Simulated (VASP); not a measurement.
Level of theory: r2SCAN meta-GGA, VASP's PBE PAW potentials (set 64) (plane waves; VASP).

VASP input:

### KPOINTS_OPT
```
k-points along high-symmetry lines
6
Line-mode
Reciprocal
  0.000000   0.000000   0.000000 ! GAMMA
  0.500000  -0.000000   0.000000 ! M

  0.500000  -0.000000   0.000000 ! M
  0.333333   0.333333   0.000000 ! K

  0.333333   0.333333   0.000000 ! K
  0.000000   0.000000   0.000000 ! GAMMA

  0.000000   0.000000   0.000000 ! GAMMA
  0.000000   0.000000   0.500000 ! A

  0.000000   0.000000   0.500000 ! A
  0.500000  -0.000000   0.500000 ! L

  0.500000  -0.000000   0.500000 ! L
  0.333333   0.333333   0.500000 ! H

  0.333333   0.333333   0.500000 ! H
  0.000000   0.000000   0.500000 ! A

  0.500000  -0.000000   0.500000 ! L
  0.500000  -0.000000   0.000000 ! M

  0.333333   0.333333   0.500000 ! H
  0.333333   0.333333   0.000000 ! K
```

KPOINTS:
```
Automatic mesh
0
Gamma
14 14 5
0 0 0
```

**INCAR**
```
! general
SYSTEM   =  CoAl
PREC     =  Accurate
ENCUT    =  400
LREAL    =  .FALSE.   ! projection in real space or not
LASPH    =  .TRUE.

! electronic loop
EDIFF    =  1E-7
NELM     =  100
ALGO     =  Normal
LMAXMIX  =  4   ! l cut-off of mixed one-centre charges
LMIXTAU  =  .TRUE.

! smearing
ISMEAR   =  -5   ! tetrahedra, Bloechl

! functional
METAGGA  =  R2SCAN

! spin
ISPIN    =  2   ! spin-polarised
MAGMOM   =  2*1.1 2*-0.0

! ions
ISIF     =  2   ! forces and stress, cell fixed

! output
LWAVE    =  .FALSE.
LCHARG   =  .FALSE.
LORBIT   =  11
NEDOS    =  601

! other
LEFG     =  .TRUE.
```

**POSCAR**
```
CoAl
2.6992570
  0.9999999245   0.0000000000   0.0000000000
 -0.4999999622   0.8660253268   0.0000000000
  0.0000000000   0.0000000000   2.8240046009
Co Al
2 2
Cart
  0.0000000000   0.0000000000   0.0000000000
  0.0000000000   0.0000000000   1.4120023004
 -0.0000005000   0.5773505066   0.7060011502
  0.5000004623   0.2886748203   2.1180034507
```

POTCAR, in this order: Co Al (PBE.64 set). Program: vasp_std.

The run wrote:

File OSZICAR:
```
       N       E                     dE             d eps       ncg     rms          rms(c)
DAV:   1     0.849473413331E+02    0.84947E+02   -0.87286E+03  4912   0.124E+03
DAV:   2    -0.429237050615E+02   -0.12787E+03   -0.12301E+03  4902   0.273E+02
DAV:   3    -0.475457963549E+02   -0.46221E+01   -0.45427E+01  6003   0.669E+01
DAV:   4    -0.476523252097E+02   -0.10653E+00   -0.10607E+00  6569   0.862E+00
DAV:   5    -0.476552729282E+02   -0.29477E-02   -0.29437E-02  6587   0.137E+00    0.194E+01
DAV:   6    -0.516175320895E+02   -0.39623E+01   -0.96962E+01  5422   0.168E+02    0.293E+01
DAV:   7    -0.413313733574E+02    0.10286E+02   -0.47796E+01  5689   0.988E+01    0.284E+00
DAV:   8    -0.409963705234E+02    0.33500E+00   -0.12948E+00  6319   0.125E+01    0.313E+00
DAV:   9    -0.409818967649E+02    0.14474E-01   -0.21610E-01  5821   0.645E+00    0.169E+00
DAV:  10    -0.409752098387E+02    0.66869E-02   -0.73815E-02  6349   0.331E+00    0.595E-01
DAV:  11    -0.409827902480E+02   -0.75804E-02   -0.93368E-03  5705   0.114E+00    0.249E-01
DAV:  12    -0.409835710337E+02   -0.78079E-03   -0.32290E-03  6621   0.586E-01    0.119E-01
DAV:  13    -0.409837626413E+02   -0.19161E-03   -0.44771E-04  6298   0.202E-01    0.585E-02
DAV:  14    -0.409838483294E+02   -0.85688E-04   -0.28435E-04  6380   0.150E-01    0.359E-02
DAV:  15    -0.409838726620E+02   -0.24333E-04   -0.30323E-04  6784   0.166E-01    0.240E-02
DAV:  16    -0.409838565970E+02    0.16065E-04   -0.18972E-04  7435   0.126E-01    0.165E-02
DAV:  17    -0.409838767480E+02   -0.20151E-04   -0.10998E-04  7357   0.974E-02    0.981E-03
DAV:  18    -0.409838639660E+02    0.12782E-04   -0.29968E-05  7457   0.491E-02    0.398E-03
DAV:  19    -0.409838562360E+02    0.77300E-05   -0.97319E-07  5079   0.979E-03    0.205E-03
DAV:  20    -0.409838548342E+02    0.14018E-05   -0.12212E-07  2622   0.428E-03    0.709E-04
DAV:  21    -0.409838537928E+02    0.10414E-05   -0.28950E-08  2576   0.203E-03    0.229E-04
DAV:  22    -0.409838539041E+02   -0.11122E-06   -0.83803E-09  2561   0.113E-03    0.163E-04
DAV:  23    -0.409838537298E+02    0.17431E-06   -0.19745E-09  2551   0.572E-04    0.539E-05
DAV:  24    -0.409838536195E+02    0.11030E-06   -0.82478E-10  2545   0.307E-04    0.347E-05
DAV:  25    -0.409838535759E+02    0.43602E-07   -0.38560E-10  2544   0.158E-04
   1 F= -.40983854E+02 E0= -.40983854E+02  d E =0.000000E+00  mag=     1.9032
       N       E                     dE             ncg
```

OUTCAR:
```
------------------------ aborting loop because EDIFF is reached ----------------------------------------
  FORCE on cell =-STRESS in cart. coord.  units (eV):
  Direction    XX          YY          ZZ          XY          YZ          ZX
  --------------------------------------------------------------------------------------
  Total        0.0706776      0.0706776     -0.1074750      0.0000000      0.0000000      0.0000000
  in kB        2.3543090      2.3543090     -3.5800525      0.0000000      0.0000000      0.0000000
  external PRESSURE =       0.3761885 kB  Pullay stress =       0.0000000 kB
  volume of cell :       48.10
      direct lattice vectors                 reciprocal lattice vectors
     2.699256796  0.000000000  0.000000000     0.370472347  0.213892312  0.000000000
    -1.349628398  2.337624926  0.000000000     0.000000000  0.427784624  0.000000000
     0.000000000  0.000000000  7.622714187     0.000000000  0.000000000  0.131186868
 POSITION                                       TOTAL-FORCE (eV/Angst)
 -----------------------------------------------------------------------------------
      0.00000      0.00000      0.00000         0.000000      0.000000     -0.000000
      0.00000      0.00000      3.81136         0.000000      0.000000     -0.000000
     -0.00000      1.55842      1.90568         0.000000     -0.000000      0.000000
      1.34963      0.77921      5.71704        -0.000000      0.000000     -0.000000
 -----------------------------------------------------------------------------------
    total drift:                                0.000000     -0.000000     -0.000000
  FREE ENERGIE OF THE ION-ELECTRON SYSTEM (eV)
  ---------------------------------------------------
  free  energy   TOTEN  =       -40.9838535759 eV

  energy  without entropy=      -40.9838535759  energy(sigma->0) =      -40.98385358

 total charge

# of ion       s       p       d       tot
------------------------------------------
    1        0.459   0.535   7.374   8.368
    2        0.459   0.535   7.374   8.368
    3        0.419   0.447   0.000   0.866
    4        0.419   0.447   0.000   0.866
--------------------------------------------------
tot          1.756   1.965  14.747  18.468

 magnetization (x)

# of ion       s       p       d       tot
------------------------------------------
    1       -0.001  -0.012   1.088   1.074
    2       -0.001  -0.012   1.088   1.074
    3       -0.004  -0.016   0.000  -0.020
    4       -0.004  -0.016   0.000  -0.020
--------------------------------------------------
tot         -0.010  -0.057   2.175   2.108

 Electric field gradients after diagonalization (V/A^2)
 (convention: |V_zz| > |V_xx| > |V_yy|)
----------------------------------------------------------------------
 ion       V_xx      V_yy      V_zz     asymmetry (V_yy - V_xx)/ V_zz
----------------------------------------------------------------------
   1      32.440    32.439   -64.879       0.000
   2      32.440    32.439   -64.879       0.000
   3      10.874    10.874   -21.748       0.000
   4      10.874    10.874   -21.748       0.000
```
(Selected blocks of OUTCAR.)

OUTCAR:
```
 val. band max:        9.9363306524   @ k =   0.3571   0.1429   0.4000

 cond. band min:       9.8632937549   @ k =   0.5000   0.0000   0.4000


 Fermi energy:         9.9163199848

 spin component 1

 k-point     1 :       0.0000    0.0000    0.0000
  band No.  band energies     occupation
      1      -1.5371      1.00000
      2       0.3527      1.00000
      3       2.3929      1.00000
      4       5.9563      1.00000
      5       7.3168      1.00000
      6       7.4200      1.00000
      7       7.4203      1.00000
      8       7.4311      1.00000
      9       7.4314      1.00000
     10       8.4140      1.00000
     11       8.4565      1.00000
     12       8.4565      1.00000
     13       8.5393      1.00000
     14       8.5393      1.00000
     15      13.3927      0.00000
     16      20.5629      0.00000
     17      24.0598      0.00000

 k-point     2 :       0.0714    0.0000    0.0000
  band No.  band energies     occupation
      1      -1.3898      1.00000
      2       0.4775      1.00000
      3       2.5469      1.00000
      4       6.0379      1.00000
      5       7.3432      1.00000
      6       7.3677      1.00000
      7       7.3857      1.00000
      8       7.4798      1.00000
      9       7.4910      1.00000
     10       7.8742      1.00000
     11       8.4117      1.00000
     12       8.4367      1.00000
     13       8.5221      1.00000
     14       9.1986      1.01037
     15      13.4426      0.00000
     16      20.5772      0.00000
     17      22.3884      0.00000

 k-point     3 :       0.1429    0.0000    0.0000
  band No.  band energies     occupation
      1      -0.9513      1.00000
      2       0.8481      1.00000
      3       3.0004      1.00000
      4       6.2543      1.00000
      5       7.2317      1.00000
      6       7.2335      1.00000
      7       7.3975      1.00000
      8       7.4437      1.00000
      9       7.6498      1.00000
...
```

For a metal the tetrahedron method with Blöchl corrections gives inexact stress and forces.

The structure was generated: CoAl was put into the NiAs type type (P6_3/mmc), which need not be its known phase. It was relaxed first, which changed the volume by -34 %.
